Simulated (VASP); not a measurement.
Level of theory: PBE GGA, VASP's PBE PAW potentials (set 64) (plane waves; VASP 6.6.1).

VASP input:

**INCAR**
```
LASPH = .True.   # aspherical one-centre terms
ENCUT = 520
ISIF = 2   # forces and stress, cell fixed
PREC = Accurate
NELM = 100   # most electronic steps
EDIFF = 1E-6   # SCF stop (eV)
GGA = PE   # PBE
ISMEAR = 0
ALGO = Normal   # blocked Davidson
LWAVE = .False.
LREAL = .False.   # projection in real space or not
LCHARG = .False.
NELECT = 15.98
SYSTEM = AlN
SIGMA = 0.05
```

File KPOINTS:
```
Automatic mesh
0
Gamma
7 7 4
0 0 0
```

### POSCAR
```
AlN
1
    1.5861000000    -2.7472060000     0.0000000000
    1.5861000000     2.7472060000     0.0000000000
    0.0000000000     0.0000000000     5.0796000000
Al N
2 2
Direct
  0.6666670000   0.3333330000   0.5000000000
  0.3333330000   0.6666670000   0.0000000000
  0.6666670000   0.3333330000   0.8820000000
  0.3333330000   0.6666670000   0.3820000000
```

POTCAR, in this order: Al N (PBE.64 set). Program: vasp_std.

Output

### OSZICAR
```
       N       E                     dE             d eps       ncg     rms          rms(c)
DAV:   1     0.496043038499E+02    0.49604E+02   -0.69202E+03   576   0.110E+03
DAV:   2    -0.303230331871E+02   -0.79927E+02   -0.73156E+02   840   0.216E+02
DAV:   3    -0.342974921033E+02   -0.39745E+01   -0.39542E+01   764   0.532E+01
DAV:   4    -0.343320573514E+02   -0.34565E-01   -0.34560E-01   644   0.569E+00
DAV:   5    -0.343325974792E+02   -0.54013E-03   -0.54007E-03   744   0.728E-01    0.117E+01
DAV:   6    -0.298396070371E+02    0.44930E+01   -0.16879E+01   696   0.309E+01    0.412E+00
DAV:   7    -0.298623934397E+02   -0.22786E-01   -0.59192E-01   628   0.610E+00    0.280E+00
DAV:   8    -0.298560445430E+02    0.63489E-02   -0.80327E-02   628   0.301E+00    0.509E-01
DAV:   9    -0.298510667814E+02    0.49778E-02   -0.20926E-02   724   0.107E+00    0.247E-01
DAV:  10    -0.298516696068E+02   -0.60283E-03   -0.24992E-03   660   0.379E-01    0.132E-01
DAV:  11    -0.298515970232E+02    0.72584E-04   -0.20860E-04   676   0.115E-01    0.351E-02
DAV:  12    -0.298515991043E+02   -0.20811E-05   -0.95918E-06   648   0.313E-02    0.995E-03
DAV:  13    -0.298515988370E+02    0.26728E-06   -0.66551E-06   696   0.189E-02
   1 F= -.29851599E+02 E0= -.29851330E+02  d E =-.538627E-03
```

**OUTCAR**
```
------------------------ aborting loop because EDIFF is reached ----------------------------------------
  FORCE on cell =-STRESS in cart. coord.  units (eV):
  Direction    XX          YY          ZZ          XY          YZ          ZX
  --------------------------------------------------------------------------------------
  Total       -2.2173414     -2.2173418     -2.1079007      0.0000000      0.0000000      0.0000000
  in kB      -80.2531058    -80.2531183    -76.2920755      0.0000000      0.0000000      0.0000000
  external PRESSURE =     -78.9327665 kB  Pullay stress =       0.0000000 kB
  volume of cell :       44.27
      direct lattice vectors                 reciprocal lattice vectors
     1.586100000 -2.747206000  0.000000000     0.315238636 -0.182003097  0.000000000
     1.586100000  2.747206000  0.000000000     0.315238636  0.182003097  0.000000000
     0.000000000  0.000000000  5.079600000     0.000000000  0.000000000  0.196865895
  FREE ENERGIE OF THE ION-ELECTRON SYSTEM (eV)
  ---------------------------------------------------
  free  energy   TOTEN  =       -29.8515988370 eV

  energy  without entropy=      -29.8510602095  energy(sigma->0) =      -29.85132952
```
(Selected blocks of OUTCAR.)

The cell is charged, with a uniform compensating background.

The compound is AlN in the wurtzite structure. The cell was not relaxed at this level. The k-mesh is coarse (spacing up to 0.33 per Å, 2π included), so the numbers may not be converged in it. The run is one of a series of settings (NELECT = 15.98 against the base run), some of them coarse on purpose.
